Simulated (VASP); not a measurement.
Bi3SbO3:

```
Sb Bi O
1.0
     3.80596    0.00000    0.00000
    -1.90298    3.29606    0.00000
     0.00000    0.00000   11.75000
Sb Bi O
1 3 3
Direct
  0.00000 0.00000 0.58026
  0.00000 0.00000 0.86783
  0.66667 0.33333 0.12587
  0.33333 0.66667 0.41660
  0.66667 0.33333 0.79940
  0.00000 0.00000 0.20596
  0.33333 0.66667 0.00409
```

The cell was built by a generator and needn't be a form met in nature.

| Quantity | Value |
| --- | --- |
| Program | VASP 6.6.1 |
| Task | relaxation of cell and atoms |
| Functional | PBE |
| Potentials or basis | VASP PAW PBE potentials, release 64 (Sb, Bi_d, O) |
| Cutoff | 520 eV |
| k mesh | 10 × 10 × 4 |
| Occupations | gaussian, width 0.1 eV |
| Spin | no spin polarisation |

At the start: pressure 0.2 GPa; volume 21.06 Å³/atom.

How do energy, volume and symmetry change on relaxing?

Over 24 steps the energy falls by 5.6 meV/atom and the volume is 22.00 Å³/atom (+4.5 %); space group P3m1 (No. 156, to 0.05 Å).

The path:
| step | energy change (eV) | largest force (eV/Å) | pressure (GPa) | volume (Å³) |
| --- | --- | --- | --- | --- |
| 1 | 0.0000 | 0.1035 | 0.23 | 147.40 |
| 2 | -0.0047 | 0.1092 | 0.06 | 148.06 |
| 3 | -0.0133 | 0.1349 | -0.47 | 150.03 |
| 4 | -0.0087 | 0.2927 | -1.41 | 153.94 |
| 5 | -0.0151 | 0.1837 | -0.79 | 151.27 |
| 6 | -0.0173 | 0.1924 | -0.66 | 151.24 |
| 7 | -0.0221 | 0.2203 | -0.26 | 151.18 |
| 8 | -0.0225 | 0.2768 | 0.59 | 151.02 |
| 9 | -0.0240 | 0.2512 | 0.18 | 151.10 |
| 10 | -0.0259 | 0.2204 | 0.18 | 151.25 |
| 11 | -0.0304 | 0.1291 | 0.15 | 151.72 |
| 12 | -0.0337 | 0.1230 | 0.08 | 152.64 |
| 13 | -0.0356 | 0.1111 | -0.07 | 153.05 |
| 14 | -0.0364 | 0.0916 | -0.32 | 153.75 |
| 15 | -0.0377 | 0.0704 | -0.06 | 153.48 |
| 16 | -0.0378 | 0.0629 | 0.06 | 153.37 |
| 17 | -0.0382 | 0.0534 | 0.08 | 153.46 |
| 18 | -0.0389 | 0.0195 | 0.07 | 153.73 |
| 19 | -0.0376 | 0.1104 | 0.04 | 154.27 |
| 20 | -0.0390 | 0.0223 | 0.03 | 153.83 |
| 21 | -0.0391 | 0.0143 | -0.02 | 154.00 |
| 22 | -0.0391 | 0.0131 | -0.03 | 154.03 |
| 23 | -0.0391 | 0.0109 | -0.01 | 153.97 |
| 24 | -0.0391 | 0.0098 | 0.00 | 153.97 |

Final structure:
```
CELL_PARAMETERS angstrom
3.77706 0.00000 0.00000
-1.88853 3.27103 0.00000
0.00000 0.00000 12.46268
ATOMIC_POSITIONS crystal
Sb 0.00000 0.00000 0.57596
Bi 0.00000 0.00000 0.87645
Bi 0.66667 0.33333 0.12149
Bi 0.33333 0.66667 0.41977
O 0.66667 0.33333 0.80937
O 0.00000 0.00000 0.19473
O 0.33333 0.66667 0.00223
```
